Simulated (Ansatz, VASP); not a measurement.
Two plane-wave programs on GaC3

INCAR

```
SYSTEM = GaC3
ALGO     = Normal         ! electronic algorithm
EDIFF    = 1E-6           ! SCF threshold, eV
ENCUT    = 520            ! plane-wave cutoff, eV
GGA      = CA             ! functional
ISIF     = 2              ! what is computed and relaxed
ISMEAR   = 0              ! smearing method
LASPH    = .True.         ! aspherical terms in the spheres
LCHARG   = .False.        ! write CHGCAR
LREAL    = .False.        ! projectors in reciprocal space
LWAVE    = .False.        ! write WAVECAR
NBANDS   = 20             ! bands
NELM     = 80             ! most SCF steps
PREC     = Accurate       ! precision mode
SIGMA    = 0.1            ! smearing width, eV
```

KPOINTS

```
k-points
0
Gamma
  7 7 7
  0 0 0
```

The input POSCAR:

```
GaC3
1.0
    3.3409284286      0.0000000000      0.0000000000
    0.0000000000      3.3409284286      0.0000000000
    0.0000000000      0.0000000000      3.3409284286
Ga C
1 3
Direct
    0.0000000000      0.0000000000      0.0000000000
    0.0000000000      0.5000000000      0.5000000000
    0.5000000000      0.0000000000      0.5000000000
    0.5000000000      0.5000000000      0.0000000000
```

Input for Ansatz:

```yaml
crystal:
  lattice:
    - [3.340928428649118, 0.0, 0.0]
    - [0.0, 3.340928428649118, 0.0]
    - [0.0, 0.0, 3.340928428649118]
  atoms:
    - { symbol: Ga, position: [0.0, 0.0, 0.0] }
    - { symbol: C, position: [0.0, 0.5, 0.5] }
    - { symbol: C, position: [0.5, 0.0, 0.5] }
    - { symbol: C, position: [0.5, 0.5, 0.0] }
basis:
  ecutwfc: 517.016338673772
kpoints:
  mp_grid:
    grid: [7, 7, 7]
hamiltonian:
  xc: lda
  pseudopotentials:
    kind: paw
scf:
  occupations:
    method: gaussian
    width: 0.1
output:
  stress: true
```

The cell comes from a database or a generator and needn't be the stable form of this composition.

Alike in both runs: task single point; functional LDA; k mesh 7 × 7 × 7; occupations gaussian, width 0.1 eV; no spin polarisation.

|  | VASP | Ansatz |
| --- | --- | --- |
| version | VASP 6.6.1 | Ansatz 0.2.0 |
| potentials or method | VASP PAW LDA potentials, release 64 (Ga_d, C) | plane waves, PAW |
| plane-wave cutoff (eV) | 520 | 517 |
| valence electrons in the cell | 25 | 25 |

```csv
,VASP,Ansatz,Ansatz less VASP
pressure (GPa),-10.3,-10.8,-0.51
```
